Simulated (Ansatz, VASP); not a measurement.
# SnTe: VASP beside Ansatz

One calculation is typed for both programs; each brings its own data sets. How far apart do they land? The structure shown is the end of the Ansatz relaxation below.

Calculated with Ansatz 0.2.0; plane waves, with VASP 6.6.1 beside it; single point at LDA.

## Step 1: The starting structure

The structure is tetragonal, space group I4/mmm (No. 139). The conventional cell has a = 4.277 Å, b = 4.277 Å, c = 6.243 Å, α = 90.00°, β = 90.00°, γ = 90.00°. Sn has 6 Te at 3.02 to 3.12 Å nearest. Nearest to Te lie 6 Sn at 3.02 to 3.12 Å. Farther neighbours and most contacts between anions are not listed.

Coordinates:

```cif
data_structure
_symmetry_space_group_name_H-M 'P 1'
_symmetry_Int_Tables_number 1
_cell_length_a 4.3463
_cell_length_b 4.3463
_cell_length_c 4.2770
_cell_angle_alpha 60.526
_cell_angle_beta 60.526
_cell_angle_gamma 58.948
_cell_volume 57.10
loop_
_atom_site_label
_atom_site_type_symbol
_atom_site_fract_x
_atom_site_fract_y
_atom_site_fract_z
_atom_site_occupancy
Sn1 Sn 0.00000 0.00000 0.00000 1
Te2 Te 0.50000 0.50000 0.50000 1
```

## Step 2: Ansatz: relaxation, LDA

Ansatz runs on its PAW soft_1 files.

This run makes the geometry at which the two programs are then compared.

Input file input.yaml:

```yaml
crystal:
  lattice:
    - [0.0, 3.0243098712, 3.1202883546]
    - [3.0243098712, 0.0, 3.1202883546]
    - [3.0243098712, 3.0243098712, 0.0]
  atoms:
    - { symbol: Sn, position: [0.0, 0.0, 0.0] }
    - { symbol: Te, position: [0.5, 0.5, 0.5] }
  conventional_axes: [[-1, 1, 1], [1, -1, 1], [1, 1, -1]]
kpoints:
  mp_grid: { grid: [12, 12, 12] }
hamiltonian:
  xc: lda
  pseudopotentials: { kind: paw, azcp: { folder: soft_1 }, xc_functional: pbe }
scf:
  occupations: { method: gaussian, width: 0.01 }
output:
  forces: true
  stress: true
  eigenvalues: true
relax:
  adjacent_minimum: "off"
  f_tol: 0.001
  max_steps: 60
  cell: { stress_tol: 0.01, fix: [a, b, gamma] }
```

Started as:

```
$ ansatz run input.yaml --threads 4 --pin off --max-ram 10240MiB --backend cpu --events-out ev --progress --plain --runs-dir out
```

Numbers of over 12 decimals in the logs are rounded to 6 here.

The log of the run:

```text
Engine: ansatz 0.2.0, aarch64-unknown-linux-gnu
Pseudopotentials: kind: paw
Pseudopotential: Sn, paw, valence charge 14, recommended cutoff 420 eV (normal), soft_1/Sn.paw.azcp
Pseudopotential: Te, paw, valence charge 16, recommended cutoff 420 eV (normal), soft_1/Te.paw.azcp
Functional definition: SPW92
  exchange = slater_x
  correlation = pw_c
Crystal: 2 atoms, lattice volume = 57.079 Å³
Basis set: ecut = 420 eV, 1131 PW (Γ)
Bands: 19, of which v1, the nominal top of the filled ones, is band 15 counted from 1 (14 counted from 0)
Symmetry: 16 space group operations
Space group: I4/mmm (ITA 139), of the structure as read, at distance tolerance 3.9e-5 Å
k-points: 163 of 1728
Non-local potential: Sn, projectors of the file, l = 0: 2, l = 1: 2, l = 2: 2, l = 3: 1
Non-local potential: Te, projectors of the file, l = 0: 2, l = 1: 2, l = 2: 2, l = 3: 1
PAW form: soft (Blöchl's): semilocal exchange-correlation on the pseudo side does not see the compensation charge
PAW frozen core: Sn, regenerated for the run's functional, and the local potential with it (the file was generated under x = pbe(κ = 0.804, μ = 0.219515), c = pbe(β = 0.066725))
PAW frozen core: Te, regenerated for the run's functional, and the local potential with it (the file was generated under x = pbe(κ = 0.804, μ = 0.219515), c = pbe(β = 0.066725))
PAW one-centre angular grid: Sn, 590 points (default); XC on 64 Gauss nodes
PAW one-centre angular grid: Te, 590 points (default); XC on 64 Gauss nodes
Initial density: superposition of atomic densities (chi_scale 0.1, normalization cell, long waves kept (reshape's long-wave potential 0.00 eV rms))
Initial wavefunctions: pseudopotential atomic-orbital guess
Functional: x = slater, c = lda
SCF iter   1: F=—  HF=-12707.366839 eV  |F-HF|=—  |Δ(HF+E_count)|=         —  Δρ=1.14e-2  dr2=7.12e-2  ethr=3.10e-3  ⟨swp⟩=7.6  Hψ=18517  notcnv=0
preconditioner: auto → none  [insulator: Δε(μ)=0.191 eV  Ē_g=17.111 eV  σ=0.010 eV  W_gap=1.00  n_scr=14 (ndim 8)  ℏωp=22.0 eV  f_vac=0.000  D(μ)=0.00/eV (n_scr^D=0)  ε∞_Penn≈2.7]
SCF iter   2: F=—  HF=-12707.355072 eV  |F-HF|=—  |Δ(HF+E_count)|=   1.18e-2  Δρ=5.29e-3  dr2=1.62e-2  ethr=2.37e-4  ⟨swp⟩=2.2  Hψ=5509  notcnv=0
SCF iter   3: F=—  HF=-12707.353780 eV  |F-HF|=—  |Δ(HF+E_count)|=   1.29e-3  Δρ=3.91e-4  dr2=6.64e-5  ethr=5.41e-5  ⟨swp⟩=2.6  Hψ=4677  notcnv=0
SCF iter   4: F=—  HF=-12707.353800 eV  |F-HF|=—  |Δ(HF+E_count)|=   2.07e-5  Δρ=1.24e-4  dr2=4.09e-6  ethr=2.21e-7  ⟨swp⟩=2.1  Hψ=5684  notcnv=0
SCF iter   5: F=—  HF=-12707.353801 eV  |F-HF|=—  |Δ(HF+E_count)|=   1.42e-7  Δρ=2.79e-5  dr2=3.85e-7  ethr=1.36e-8  ⟨swp⟩=2.1  Hψ=5186  notcnv=0
SCF iter   6: F=-12707.353800 eV  HF=-12707.353800 eV  |F-HF|=2.63e-9  |Δ(HF+E_count)|=   2.52e-7  Δρ=3.66e-6  dr2=4.23e-9  ethr=3.33e-10  ⟨swp⟩=6.9  Hψ=16308  notcnv=0
SCF 1 converged in 6 iterations: F = -12707.353800 eV  dr2 = 4.23e-9
  greatest PAW one-centre occupation: 0.999 electrons in one spin orbital (limit 2), on the Te atom at site 1 (counted from 0), in its partial waves of l = 2
relax step   1: F+E_penalty+E_count = -12707.35380028 eV  Δ(F+E_penalty+E_count) = +0.000e0 eV  max|allowed force component| = 1.341e-29 eV/Å  Δτ_max = 0.0000 Å  P = +3.638 GPa  Ω = 57.079 Å³  fix = [a, b, gamma]  reactions: a +5.429, b +5.429 GPa  (6 SCF iters, dr2 threshold 1.00e-7 eV, accepted)
[...]
relax step   2: F+E_penalty+E_count = -12707.35379687 eV  Δ(F+E_penalty+E_count) = +3.408e-6 eV  max|allowed force component| = 1.341e-29 eV/Å  Δτ_max = 0.0000 Å  P = +3.606 GPa  Ω = 57.112 Å³  energy of the carried Pulay correction = -6.300e-6 eV  fix = [a, b, gamma]  reactions: a +5.424, b +5.424 GPa  (7 SCF iters, dr2 threshold 8.45e-9 eV, accepted)
[...]
relax step   3: F+E_penalty+E_count = -12707.35380009 eV  Δ(F+E_penalty+E_count) = -3.224e-6 eV  max|allowed force component| = 1.277e-29 eV/Å  Δτ_max = 0.0000 Å  P = +3.617 GPa  Ω = 57.101 Å³  energy of the carried Pulay correction = -4.150e-6 eV  fix = [a, b, gamma]  reactions: a +5.425, b +5.425 GPa  (7 SCF iters, dr2 threshold 2.27e-9 eV, accepted)
[...]
relax step   4: F+E_penalty+E_count = -12707.35380340 eV  Δ(F+E_penalty+E_count) = -3.306e-6 eV  max|allowed force component| = 1.893e-29 eV/Å  Δτ_max = 0.0000 Å  P = +3.617 GPa  Ω = 57.101 Å³  fix = [a, b, gamma]  reactions: a +5.425, b +5.425 GPa  stress off target by 8.65e-5 GPa on what of the cell is left free  SCF on the basis re-selected at this cell (its energy is not comparable with the rows above)  (8 SCF iters)
basis re-selected at this cell: Δ(F+E_penalty+E_count) = -3.306e-6 eV, ΔP = +0.000 GPa vs the last step (what re-selecting the basis moved, of the pressure what is left beyond the Pulay correction that the steps carried, after the strain that the cell walked since its last selection, with what the two solves' SCF thresholds leave and, on support functions, any second-order correction that the steps lacked; it is no m [...]
SCF converged after 8 iterations
Free energy (F): -12707.353803 eV
Harris-Foulkes:  -12707.353803 eV  (|F-HF|=1.82e-12)
Internal energy: -12707.353803 eV  (E = F + TS)
E sigma→0 (E₀):  -12707.353803 eV
Fermi energy:    10.792432 eV
--- Per-component energies (eV) ---
  E_band       = -323.901929
  E_kinetic    = 343.804705
  E_local      = -2553.178603  (includes V_loc(G=0)·N_el)
  E_nonlocal   = 221.790985
  E_hartree    = 1285.967443
  E_xc         = -248.578367
  E_vxc        = -185.591552  (∫ρ·V_xc dr)
  E_paw        = -8743.347917  (= ΣΔE_a)
  E_vpaw       = -722.662698  (= ΣTr[D̂ρ^β])
  E_aug_tail   = 0.000347  (compensation charges beyond the density's cutoff)
  E_ewald      = -3014.915931
  E_core_change = 1.103533  (= ΣΔE_core)
  E_smearing   = -0.000000  (= −TS)
  E_closure    = -0.000000  (closes the sum)
  Σ components = -12707.353803   (vs F -12707.353803, Δ=0.00e0)
--- Forces (eV/Å), atoms counted from 1 ---
  atom   1  Sn    -0.00000000    -0.00000000     0.00000000
  atom   2  Te     0.00000000     0.00000000    -0.00000000
  max |Σ_I F_I| component: 3.79e-29 eV/Å
--- Stress (GPa, compression-positive) ---
        5.425482       0.000000      -0.000000
        0.000000       5.425482      -0.000000
       -0.000000       0.000000      -0.000086
  P = ⅓ Tr σ = 3.6170 GPa (36.170 kbar)
--- Band table (eV; the first three rows and the last of 163) ---
  k-point 0: bands = [... 11 lower, 6.3614, 8.3233, 8.3233, 8.6834, 13.7584, 14.5837, 14.5837, 15.3429]
  k-point 1: bands = [... 11 lower, 5.8659, 8.3429, 8.5146, 8.8737, 13.4190, 14.1747, 14.1949, 15.3913]
  k-point 2: bands = [... 11 lower, 4.9016, 8.4045, 8.5753, 9.4411, 12.7214, 13.3588, 13.4437, 15.4498]
  k-point 162: bands = [... 11 lower, 4.3309, 4.6268, 6.6978, 6.6978, 12.7250, 16.2273, 16.2273, 17.4787]
--- Relaxed structure (3 steps of the walk, 3 accepted, 1 SCFs on fresh bases) ---
  F+E_penalty+E_count = -12707.35380340 eV   max|allowed force component| = 1.893e-29 eV/Å   (the final SCF, on the basis selected at the relaxed cell)
  cell:  # Å, volume = 57.1011 Å³
    - [0.0, 3.0243098712, 3.121489]
    - [3.0243098712, 0, 3.121489]
    - [3.0243098712, 3.0243098712, 0]
  atoms:
    - { symbol: Sn, position: [0, 0, 0] }
    - { symbol: Te, position: [0.5, 0.5, 0.5] }
```

In the SCF lines HF is the Harris–Foulkes energy and dr2 the Hartree energy of the density residual, in eV; the loop may stop once dr2 is under the threshold and the program's other checks hold. Hψ counts applications of the Hamiltonian.

## Step 3: VASP: single point, LDA, pair 1

The same cell, functional (in two slightly different forms), mesh and smearing now go to VASP, with its own data sets.

Lines of VASP's logs that name or quote its potential files are left out, and so is its time.

Input file INCAR:

```
SYSTEM = SnTe
PREC = Accurate
ENCUT = 500
EDIFF = 1E-06
NELM = 120
ISMEAR = 0
SIGMA = 0.01
LREAL = .FALSE.
ALGO = Normal
GGA = CA
NBANDS = 16
LORBIT = 11
LWAVE = .FALSE.
LCHARG = .FALSE.
ISIF = 2
LASPH = .TRUE.
GGA_COMPAT = .FALSE.
EFERMI = MIDGAP
KPAR = 2
```

Input file POSCAR:

```
SnTe
1.0
    0.0000000000      3.0243098712      3.1214893790
    3.0243098712      0.0000000000      3.1214893790
    3.0243098712      3.0243098712      0.0000000000
Sn Te
1 1
Direct
    0.0000000000      0.0000000000      0.0000000000
    0.5000000000      0.5000000000      0.5000000000
```

Input file KPOINTS:

```
Automatic mesh
0
Gamma
12 12 12
0 0 0
```

Potentials, in the order of the species: Sn_d and Te (LDA family, release 64).

Started as:

```
$ mpirun -np 2 vasp_std
```

The log of the run:

```text
[banner, memory and clock lines left out]
running    2 mpi-ranks, on    1 nodes
 distrk:  each k-point on    1 cores,    2 groups
 distr:  one band on    1 cores,    1 groups

 POSCAR found type information on POSCAR SnTe
 POSCAR found :  2 types and       2 ions
 LDA part: xc-table for (Slater(with rela. corr.)+CA(PZ))
 , standard interpolation
 POSCAR, INCAR and KPOINTS ok, starting setup
 FFT: planning ... GRIDC
 FFT: planning ... GRID_SOFT
 FFT: planning ... GRID
 WAVECAR not read
 entering main loop
       N       E                     dE             d eps       ncg     rms          rms(c)
DAV:   1     0.123748028101E+03    0.12375E+03   -0.94583E+03  5296   0.145E+03
DAV:   2     0.155171099980E+01   -0.12220E+03   -0.11937E+03  5760   0.358E+02
DAV:   3    -0.854207531048E+01   -0.10094E+02   -0.10044E+02  6640   0.891E+01
DAV:   4    -0.881049492734E+01   -0.26842E+00   -0.26837E+00  6392   0.157E+01
DAV:   5    -0.882226144528E+01   -0.11767E-01   -0.11766E-01  7816   0.305E+00    0.582E+00
DAV:   6    -0.878018840873E+01    0.42073E-01   -0.75732E-02  7576   0.214E+00    0.364E+00
DAV:   7    -0.877450207015E+01    0.56863E-02   -0.36764E-02  6920   0.114E+00    0.503E-01
DAV:   8    -0.877344975267E+01    0.10523E-02   -0.67348E-03  6736   0.689E-01    0.160E-01
DAV:   9    -0.877348862657E+01   -0.38874E-04   -0.44712E-04  6872   0.201E-01    0.582E-02
DAV:  10    -0.877347834272E+01    0.10284E-04   -0.45040E-05  6904   0.666E-02    0.269E-02
DAV:  11    -0.877347868947E+01   -0.34675E-06   -0.92498E-06  6904   0.317E-02
   1 F= -.87734787E+01 E0= -.87734787E+01  d E =-.177068E-24
```

Parts of OUTCAR (step 3):

```text
ion  position               nearest neighbor table
   1  0.000  0.000  0.000-   2 3.02   2 3.02   2 3.02   2 3.02   2 3.12   2 3.12
   2  0.500  0.500  0.500-   1 3.02   1 3.02   1 3.02   1 3.02   1 3.12   1 3.12

  LATTYP: Found a body centered tetragonal cell.
 ALAT       =     4.2770200367
 C/A-ratio  =     1.4596561869

 Subroutine GETGRP returns: Found 16 space group operations
 (whereof 16 operations were pure point group operations)

The static configuration has the point symmetry D_4h.

 Found    163 irreducible k-points:

   k-points           NKPTS =    163   k-points in BZ     NKDIM =    163   number of bands    NBANDS=     16

   dimension x,y,z NGX =    32 NGY =   32 NGZ =   32
   dimension x,y,z NGXF=    64 NGYF=   64 NGZF=   64

   ENCUT  =  500.0 eV  36.75 Ry    6.06 a.u.   7.92  7.92  7.80*2*pi/ulx,y,z

   NELECT =      20.0000    total number of electrons

 k-points in reciprocal lattice and weights: Automatic mesh
   0.00000000  0.00000000  0.00000000       0.001
   0.08333333  0.00000000  0.00000000       0.005
   0.16666667  0.00000000  0.00000000       0.005
   0.25000000  0.00000000  0.00000000       0.005
   0.33333333  0.00000000  0.00000000       0.005
   0.41666667  0.00000000  0.00000000       0.005
   0.50000000  0.00000000  0.00000000       0.002
   0.08333333  0.08333333  0.00000000       0.001
   0.16666667  0.08333333  0.00000000       0.005
[...]
-0.33333333  0.16666667  0.50000000       0.002
  -0.25000000  0.25000000  0.50000000       0.001

 average (electrostatic) potential at core
       1 -99.2567       2 -87.7483

 E-fermi :   7.9215

 k-point     1 :       0.0000    0.0000    0.0000
  band No.  band energies     occupation
    ...
      6      -5.5960      2.00000
      7       3.5506      2.00000
      8       5.4435      2.00000
      9       5.4435      2.00000
     10       5.8041      2.00000
     11      10.8793      0.00000
     12      11.7066      0.00000
     13      11.7066      0.00000
     14      12.4059      0.00000
     15      12.6383      0.00000
    ...

 k-point     2 :       0.0833    0.0000    0.0000
  band No.  band energies     occupation
    ...
      6      -5.5288      2.00000
      7       3.0411      2.00000
      8       5.4631      2.00000
      9       5.6377      2.00000
     10       6.0043      2.00000
     11      10.5367      0.00000
     12      11.2908      0.00000
     13      11.3138      0.00000
     14      12.4659      0.00000
     15      12.6811      0.00000
    ...

 k-point     3 :       0.1667    0.0000    0.0000
  band No.  band energies     occupation
    ...
      6      -5.3310      2.00000
      7       2.0630      2.00000
      8       5.5246      2.00000
      9       5.6960      2.00000
     10       6.5838      2.00000
     11       9.8369      0.00000
     12      10.4702      0.00000
     13      10.5640      0.00000
     14      12.5368      0.00000
     15      13.1152      0.00000
    ...

  Total        1.9469205      1.9469205      0.0021075      0.0000000     -0.0000000      0.0000000
  in kB       54.6278826     54.6278826      0.0591348      0.0000000     -0.0000000      0.0000000
  external PRESSURE =      36.4383000 kB  Pullay stress =       0.0000000 kB

  energy-cutoff  :      500.00
  volume of cell :       57.10
      direct lattice vectors                 reciprocal lattice vectors
     0.000000000  3.024309871  3.121489379    -0.165326974  0.165326974  0.160179946
     3.024309871  0.000000000  3.121489379     0.165326974 -0.165326974  0.160179946
     3.024309871  3.024309871  0.000000000     0.165326974  0.165326974 -0.160179946

 POSITION                                       TOTAL-FORCE (eV/Angst)
 -----------------------------------------------------------------------------------
      0.00000      0.00000      0.00000         0.000000     -0.000000      0.000000
      3.02431      3.02431      3.12149        -0.000000      0.000000      0.000000
 -----------------------------------------------------------------------------------
    total drift:                                0.000000     -0.000000     -0.000000

  FREE ENERGIE OF THE ION-ELECTRON SYSTEM (eV)
  ---------------------------------------------------
  free  energy   TOTEN  =        -8.7734786895 eV

  energy  without entropy=       -8.7734786895  energy(sigma->0) =       -8.77347869

 total charge
# of ion       s       p       d       tot
------------------------------------------
    1        1.366   0.835  10.000  12.201
    2        1.392   1.992   0.044   3.428
--------------------------------------------------
tot          2.758   2.827  10.043  15.629

[... 3 further parts left out ...]
```

The run ends at a pressure of 3.64 GPa.

## Step 4: Differences

Known differences besides the potentials themselves: the two LDA forms differ slightly; the data sets hold 30 valence electrons in Ansatz (on its PAW soft_1 files) and 20 in VASP; the cutoff is 420 eV in Ansatz and 500 eV in VASP; VASP's log shows a relativistic correction to its local exchange, Ansatz's none; Ansatz's pressure holds a Pulay correction, VASP's none. Total energies have different zeros and are not compared.

The two programs side by side:

```
              quantity  Ansatz   VASP  difference
        pressure (GPa)    3.62   3.64       -0.03
gap on the k mesh (eV)   0.158  0.137      +0.021
```

A gap on the mesh is an upper bound, since the band edges may lie between its points.

## Step 5: Ansatz: relaxation, LDA

This run makes the geometry at which the two programs are then compared. The cell compared in this pair holds 58.26 Å³, against 57.10 Å³ for the pair before.

The structure compared here is the end of the Ansatz relaxation.

input.yaml: that of step 2 with these lines changed.

```diff
@@ -2,5 +2,5 @@
   lattice:
-    - [0.0, 3.0243098712, 3.1202883546]
-    - [3.0243098712, 0.0, 3.1202883546]
-    - [3.0243098712, 3.0243098712, 0.0]
+    - [0.0, 3.0554883235, 3.119074728]
+    - [3.0554883235, 0.0, 3.119074728]
+    - [3.0554883235, 3.0554883235, 0.0]
   atoms:
```

Started as:

```
$ ansatz run input.yaml --threads 4 --pin off --max-ram 10240MiB --backend cpu --events-out ev --progress --plain --runs-dir out
```

The log of the run:

```text
[...]
Crystal: 2 atoms, lattice volume = 58.239 Å³
Basis set: ecut = 420 eV, 1163 PW (Γ)
Bands: 19, of which v1, the nominal top of the filled ones, is band 15 counted from 1 (14 counted from 0)
Symmetry: 16 space group operations
[...]
k-points: 163 of 1728
[...]
k-point 162: bands = [... 11 lower, 3.9523, 4.4374, 6.4513, 6.4513, 12.4528, 15.7571, 15.7571, 17.1005]
--- Relaxed structure (3 steps of the walk, 3 accepted, 1 SCFs on fresh bases) ---
[...]
cell:  # Å, volume = 58.2621 Å³
    - [0, 3.0554883235, 3.120288]
    - [3.0554883235, 0, 3.120288]
    - [3.0554883235, 3.0554883235, 0]
  atoms:
    - { symbol: Sn, position: [0, 0, 0] }
    - { symbol: Te, position: [0.5, 0.5, 0.5] }
[key lines of the parts left out:]
SCF converged after 8 iterations
Free energy (F): -12707.386195 eV
Fermi energy:    10.491840 eV
P = ⅓ Tr σ = 2.2599 GPa (22.599 kbar)
```

## Step 6: VASP: single point, LDA, pair 2

The same cell, functional (in two slightly different forms), mesh and smearing now go to VASP, with its own data sets.

INCAR is that of step 3.

Input file POSCAR:

```
SnTe
1.0
    0.0000000000      3.0554883235      3.1202883546
    3.0554883235      0.0000000000      3.1202883546
    3.0554883235      3.0554883235      0.0000000000
Sn Te
1 1
Direct
    0.0000000000      0.0000000000      0.0000000000
    0.5000000000      0.5000000000      0.5000000000
```

KPOINTS is that of step 3.

Started as:

```
$ mpirun -np 2 vasp_std
```

The log of the run:

```text
[... set-up lines as in an earlier step ...]
 entering main loop
       N       E                     dE             d eps       ncg     rms          rms(c)
DAV:   1     0.122895907627E+03    0.12290E+03   -0.95086E+03  5248   0.143E+03
DAV:   2     0.133911642245E+01   -0.12156E+03   -0.11893E+03  5752   0.350E+02
DAV:   3    -0.858293998453E+01   -0.99221E+01   -0.98782E+01  6608   0.882E+01
DAV:   4    -0.884614951193E+01   -0.26321E+00   -0.26317E+00  6312   0.158E+01
[...]
DAV:  10    -0.880676941214E+01    0.14598E-04   -0.55689E-05  6944   0.723E-02    0.256E-02
DAV:  11    -0.880676982894E+01   -0.41680E-06   -0.13657E-05  6952   0.353E-02    0.724E-03
DAV:  12    -0.880676951131E+01    0.31763E-06   -0.13849E-06  4000   0.136E-02
   1 F= -.88067695E+01 E0= -.88067695E+01  d E =-.286134E-74
```

From OUTCAR (step 6):

```text
  Total        1.2596124      1.2596124      0.0186854      0.0000000     -0.0000000      0.0000000
  in kB       34.6386946     34.6386946      0.5138387      0.0000000     -0.0000000      0.0000000
  external PRESSURE =      23.2637426 kB  Pullay stress =       0.0000000 kB

 POSITION                                       TOTAL-FORCE (eV/Angst)
 -----------------------------------------------------------------------------------
      0.00000      0.00000      0.00000        -0.000000      0.000000     -0.000000
      3.05549      3.05549      3.12029         0.000000     -0.000000      0.000000
 -----------------------------------------------------------------------------------
    total drift:                                0.000000     -0.000000     -0.000000

  FREE ENERGIE OF THE ION-ELECTRON SYSTEM (eV)
  ---------------------------------------------------
  free  energy   TOTEN  =        -8.8067695113 eV

  energy  without entropy=       -8.8067695113  energy(sigma->0) =       -8.80676951

[... 1 part as in an earlier step ...]

[... 2 further parts left out ...]
[key lines of the parts left out:]
E-fermi :   7.6721
```

The run ends at a pressure of 2.33 GPa.

[end of part 1 of 2]

[Lines on the potential files, build, host, timing and source positions are cut from VASP's logs without a mark.]

[Logs are printed without paths, hosts, clocks, repeated set-up lines and the standing remarks that a program may print on its own settings, such as how far it seeks lower states.]

[Hosts, paths, dates, database ids (printed as entryN), source tags and the programs' standing remarks are cut or masked in the printed files.]
